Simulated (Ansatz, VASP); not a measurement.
# Mg3TlN in two plane-wave programs, part 2 of 2

One calculation is typed for both programs; each brings its own data sets. How far apart do they land? The cell is generated by rule, not measured, and may not be a known phase. The cell is taken from a series of runs on this material, whose earlier steps may have relaxed, scaled, displaced or heated it; both programs get it as it stands.

VASP 6.6.1 and Ansatz 0.2.0.

So far: Starting point; Ansatz: relaxation of cell and atoms, LDA; VASP: relaxation of cell and atoms, LDA.

The structure was built from a prototype and need not be the compound's stable phase.

**4. Differences**

Known differences besides the potentials themselves: the two LDA forms differ slightly; the data sets hold 48 valence electrons in Ansatz (on its default PAW (the set named soft_2) files) and 24 in VASP; the cutoff is 420 eV in Ansatz and 600 eV in VASP; VASP's log shows a relativistic correction to its local exchange, Ansatz's none; Ansatz adds a Pulay correction to the stress that steers its cell, VASP none. Total energies have different zeros and are not compared.

Both answers:

```
                                         quantity  Ansatz   VASP  difference
                                      volume (Å³)   79.68  79.17     +0.64 %
edge a after relaxation, in the typed setting (Å)   4.303  4.294     +0.21 %
```

**5. Ansatz: zone-centre phonons, LDA**

Second derivatives magnify differences that forces hide, and they need a tight electronic threshold.

The cell is taken from a series of runs on this material, whose earlier steps may have relaxed, scaled, displaced or heated it; both programs get it as it stands.

The input, input.yaml:

```yaml
crystal:
  lattice:
    - [4.3030868595, 0.0, 0.0]
    - [0.0, 4.3030868595, 0.0]
    - [0.0, 0.0, 4.3030868595]
  atoms:
    - { symbol: Mg, position: [0.5, 0.5, 0.0] }
    - { symbol: Mg, position: [0.5, 0.0, 0.5] }
    - { symbol: Mg, position: [0.0, 0.5, 0.5] }
    - { symbol: Tl, position: [0.0, 0.0, 0.0] }
    - { symbol: "N", position: [0.5, 0.5, 0.5] }
kpoints:
  mp_grid: { grid: [8, 8, 8] }
hamiltonian:
  xc: lda
scf:
  occupations: { method: methfessel_paxton, width: 0.15 }
output:
  eigenvalues: true
phonons:
  method: dfpt
```

Started as:

```sh
$ ansatz run input.yaml --threads 8 --pin off --max-ram 14336MiB --backend cpu --events-out ev --progress --plain --runs-dir out
```

Numbers of over 12 decimals in the logs are rounded to 6 here.

Output:

```text
zone centre: on kpoints.mp_grid the ground state, and the responses unless they are solved on pairs of k-points, stand on 125 of the mesh's 512 k-points, reduced under 8 symmetry operations, with k and −k counted as one. Each operation leaves every solved displacement unchanged or reverses it
[...]
Crystal: 5 atoms, lattice volume = 79.678 Å³
[...]
k mesh reduced under 8 symmetry operations, with k and −k counted as one. Each operation leaves every solved displacement unchanged or reverses it
  ASR residual: 1.717e-5 → 0.000e0 eV/Å²; symmetrization residual: 2.624e-6 eV/Å²
  ASR residual per site (eV/Å²): 8.18e-6 8.18e-6 8.18e-6 1.72e-5 4.39e-6
  Γ frequencies (cm⁻¹): 0.00 0.00 0.00 134.37 134.37 134.37 204.29 204.29 204.29 298.31 298.31 298.31 448.57 448.57 448.57
  non-analytic LO–TO correction: not included (Born effective charges unavailable; polar crystals: no LO–TO splitting at Γ)
[key lines of the parts left out:]
SCF converged after 9 iterations
Free energy (F): -17227.451086 eV
Fermi energy:    9.877450 eV
```

**6. VASP: zone-centre phonons, LDA**

The same cell, functional (in two slightly different forms), mesh and smearing now go to VASP, with its own data sets.

The input, INCAR:

```
SYSTEM = Mg3TlN
PREC = Accurate
ENCUT = 600
EDIFF = 1E-08
NELM = 120
ISMEAR = 1
SIGMA = 0.15
LREAL = .FALSE.
ALGO = Normal
GGA = CA
NBANDS = 18
LORBIT = 11
LWAVE = .FALSE.
LCHARG = .FALSE.
ISIF = 2
IBRION = 8
LASPH = .TRUE.
GGA_COMPAT = .FALSE.
KPAR = 2
```

The input, POSCAR:

```
Mg3TlN
1.0
    4.3030868595      0.0000000000      0.0000000000
    0.0000000000      4.3030868595      0.0000000000
    0.0000000000      0.0000000000      4.3030868595
Mg Tl N
3 1 1
Direct
    0.5000000000      0.5000000000      0.0000000000
    0.5000000000      0.0000000000      0.5000000000
    0.0000000000      0.5000000000      0.5000000000
    0.0000000000      0.0000000000      0.0000000000
    0.5000000000      0.5000000000      0.5000000000
```

The input, KPOINTS:

```
Automatic mesh
0
Gamma
8 8 8
0 0 0
```

PAW data sets: Mg, Tl_d and N (LDA family, release 64).

Started as:

```sh
$ mpirun -np 2 vasp_std
```

Output:

```text
[... set-up lines as in an earlier step ...]
 entering main loop
       N       E                     dE             d eps       ncg     rms          rms(c)
DAV:   1     0.103398278208E+03    0.10340E+03   -0.12058E+04  1276   0.128E+03
DAV:   2    -0.175911072538E+02   -0.12099E+03   -0.11814E+03  1570   0.248E+02
DAV:   3    -0.238391006414E+02   -0.62480E+01   -0.62145E+01  1412   0.485E+01
DAV:   4    -0.238942022097E+02   -0.55102E-01   -0.55060E-01  1530   0.503E+00
[...]
DAV:  14    -0.199351268569E+02    0.24199E-05   -0.16831E-05  1410   0.162E-02    0.974E-04
DAV:  15    -0.199351269130E+02   -0.56155E-07   -0.80668E-07  1382   0.482E-03    0.334E-04
DAV:  16    -0.199351269111E+02    0.19477E-08   -0.22428E-08  1184   0.823E-04
   1 F= -.19935127E+02 E0= -.19934969E+02  d E =-.472323E-03
 Linear response reoptimize wavefunctions to high precision
DAV:   1    -0.199351269118E+02   -0.68758E-09   -0.68206E-09  1292   0.362E-04
DAV:   2    -0.199351269117E+02    0.78217E-10   -0.33919E-10   728   0.106E-04
 Linear response DOF=           4
 Linear response progress:
[...]
RMM:  11    -0.340597004574E+00    0.51707E-07   -0.32254E-10  4801   0.399E-05    0.118E-06
RMM:  12    -0.340597014944E+00   -0.10370E-07   -0.15652E-09  4219   0.311E-05    0.637E-07
RMM:  13    -0.340597027270E+00   -0.12326E-07   -0.41587E-09  3076   0.300E-05    0.478E-08
 first order change of Fermi-energy   0.55595E-04
 force on displaced ion       4 direction 1 :  -4.353   0.000   0.000
 Linear response progress:
  Degree of freedom:   4/  4
       N       E                     dE             d eps       ncg     rms          rms(c)
RMM:   1    -0.233817359573E+00   -0.23382E+00    0.29642E-01  4767   0.247E+00
RMM:   2    -0.233584034536E+00    0.23333E-03   -0.25527E-03  4206   0.241E-01    0.124E-01
RMM:   3    -0.234179867449E+00   -0.59583E-03   -0.10325E-03  4161   0.127E-01    0.595E-02
RMM:   4    -0.235246901190E+00   -0.10670E-02   -0.70529E-04  4041   0.968E-02    0.177E-02
[...]
RMM:   9    -0.235281359841E+00   -0.75275E-07   -0.10198E-08  4641   0.179E-04    0.223E-05
RMM:  10    -0.235281445593E+00   -0.85752E-07   -0.13250E-08  4822   0.802E-05    0.104E-05
RMM:  11    -0.235281436414E+00    0.91798E-08   -0.22638E-08  4877   0.522E-05    0.121E-06
 first order change of Fermi-energy   0.13041E-03
 force on displaced ion       5 direction 1 :  -7.969  -0.000  -0.000
 Linear response finished
```

Parts of OUTCAR (step 6):

```text
 POSITION                                       TOTAL-FORCE (eV/Angst)
 -----------------------------------------------------------------------------------
      2.15154      2.15154      0.00000         0.000000      0.000000      0.000000
      2.15154      0.00000      2.15154         0.000000      0.000000      0.000000
      0.00000      2.15154      2.15154         0.000000      0.000000      0.000000
      0.00000      0.00000      0.00000         0.000000      0.000000      0.000000
      2.15154      2.15154      2.15154         0.000000      0.000000      0.000000
 -----------------------------------------------------------------------------------
    total drift:                                0.000000      0.000000      0.000000

[... 1 part as in an earlier step ...]
```

**7. Differences**

What differs besides the data sets and the points named for the pairs above, as far as they apply: the data sets hold 48 valence electrons in Ansatz (on its default PAW (the set named soft_2) files) and 24 in VASP. Total energies have different zeros and are not compared.

The two programs side by side:

```
                    quantity  Ansatz   VASP  difference
  optical mode 1 to 3 (cm⁻¹)   134.4  135.0     -0.44 %
  optical mode 4 to 6 (cm⁻¹)   204.3  204.8     -0.25 %
  optical mode 7 to 9 (cm⁻¹)   298.3  298.9     -0.19 %
optical mode 10 to 12 (cm⁻¹)   448.6  452.9     -0.96 %
```

Modes are paired by rising frequency, not by their patterns, so a pair may set unlike modes beside each other; they are those without the splitting of longitudinal modes.

**8. Results**

```json
{
  "difference in volume (relaxation of cell and atoms, LDA)": "0.64 %",
  "r.m.s. difference of the optical zone-centre modes, each program's sorted by frequency (zone-centre phonons, LDA)": "2.2 cm⁻¹",
  "difference in optical mode 10 to 12 (zone-centre phonons, LDA)": "-1.0 %"
}
```

**Reading.** The difference in volume is 0.64 % (relaxation of cell and atoms, LDA), within the 1.2 % picked in this series as the mark of a large difference, as far as the stopping tolerances let one tell. The data sets hold unlike numbers of valence electrons (48 in Ansatz and 24 in VASP), so part of the differences comes from the potentials. Among the rows given in per cent, the largest difference of the zone-centre phonons, LDA pair is in optical mode 10 to 12, -1.0 %. 1 further run of this series is not shown here. How closely two codes agree says nothing of how well the functional describes the real material.

[Lines on the potential files, build, host, timing and source positions are cut from VASP's logs without a mark.]

[Logs are printed without paths, hosts, clocks, repeated set-up lines and the standing remarks that a program may print on its own settings, such as how far it seeks lower states.]

[Hosts, paths, dates, database ids (printed as entryN), source tags and the programs' standing remarks are cut or masked in the printed files.]
